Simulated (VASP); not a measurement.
Take BN (zinc blende), without spin-orbit terms, in VASP with PAW potentials, and its band gap.  The mesh is coarse and the basis finite, so the quasiparticle values are not converged.

Task: One run gives 6.20 eV. Which level is it?
(A) G0W0@PBE (starting cell)
(B) PBE (own cell)
(C) Hartree-Fock (PBE cell)
(D) r2SCAN (own cell)

Result: A, G0W0@PBE (starting cell).  The others give 4.45 (PBE (own cell)), 13.68 (Hartree-Fock (PBE cell)), 4.98 (r2SCAN (own cell)).

Only levels that ran to the end are used. Left out are those held back, those with too coarse a band path, GW runs whose mesh misses a band edge, hybrids' fits of cells that aren't cubic and levels without matching references; a question may draw on a part of the rest.

The compound is BN in the zinc blende structure.
